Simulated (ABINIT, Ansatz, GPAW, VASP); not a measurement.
# One structure in several programs: SnSe (Pnma, 8 atoms in the cell)

Self-consistent single point.

```
CELL_PARAMETERS angstrom
     11.92574     0.00000     0.00000
      0.00000     4.21868     0.00000
      0.00000     0.00000     4.80621
ATOMIC_POSITIONS crystal
  Sn 0.61879 0.75000 0.37655
  Sn 0.38121 0.25000 0.62345
  Sn 0.88121 0.25000 0.87655
  Sn 0.11879 0.75000 0.12345
  Se 0.14855 0.25000 0.50918
  Se 0.85145 0.75000 0.49082
  Se 0.35145 0.75000 0.00918
  Se 0.64855 0.25000 0.99082
```

Shared settings, as Ansatz (a first-principles code) writes them: kpoints.mp_grid.grid = 1 3 3; scf.occupations.method = fixed. Potentials and cutoffs stand in the table.

| code | model | pressure (GPa) | largest force (eV/Å) | gap on the mesh (eV) | cutoff |
|---|---|---|---|---|---|
| Ansatz | LDA (PW92), default PAW files made with PBE | -4.93 | 0.627 | 0.699 | 30.9 Ry |
| GPAW | LDA (Perdew-Wang 92), GPAW PAW datasets LDA (gpaw-data 1.0.1) | -5.01 | 0.633 | 0.694 | 600 eV |
| ABINIT | LDA (PW92), norm-conserving pseudopotentials (PseudoDojo nc-sr-04 LDA standard) | -4.85 | 0.608 | 0.689 | 43 Ha |
| VASP | LDA (PZ), VASP's LDA PAW potentials (set 64) | -5.05 | 0.597 | 0.693 | 300 eV |

Size of the force on each atom (eV/Å): Sizes of forces hide their directions.

```json
[
 {"code": "Ansatz", "Sn1": "0.627", "Sn2": "0.627", "Sn3": "0.627", "Sn4": "0.627", "Se5": "0.432", "Se6": "0.432", "Se7": "0.432", "Se8": "0.432"},
 {"code": "GPAW", "Sn1": "0.633", "Sn2": "0.633", "Sn3": "0.633", "Sn4": "0.633", "Se5": "0.442", "Se6": "0.442", "Se7": "0.442", "Se8": "0.442"},
 {"code": "ABINIT", "Sn1": "0.608", "Sn2": "0.608", "Sn3": "0.608", "Sn4": "0.608", "Se5": "0.420", "Se6": "0.420", "Se7": "0.420", "Se8": "0.420"},
 {"code": "VASP", "Sn1": "0.597", "Sn2": "0.597", "Sn3": "0.597", "Sn4": "0.597", "Se5": "0.418", "Se6": "0.418", "Se7": "0.418", "Se8": "0.418"}
]
```

Gaps are read on the mesh.

The spread over the programs that give each value: pressure within 0.20 GPa; largest force within 0.036 eV/Å; gap on the mesh within 0.010 eV.

Ansatz's pressure is given at a fixed set of plane waves, as the other plane-wave codes print theirs. The same LDA comes in different parametrisations, which differ slightly.

The shared mesh is coarse (it stands for a supercell whose shortest vector is 12 Å), so the values are not converged in it.

VASP's run is marked for a possible Pulay error in its stress at this cutoff; no cutoff test was made.

VASP ran the fixed occupations as a Gaussian smearing of 0.01 eV.

The starting cell comes from a database of computed structures (which also holds hypothetical and non-ambient phases and stackings), without a prior relaxation at this level. Its lattice was rescaled by a random factor within 2.5 % of one.

Left out of this page: Quantum ESPRESSO and CP2K (not drawn, or without a comparable value); Elk (stopped by limits of time or memory).

Keys are those of Ansatz 0.2.
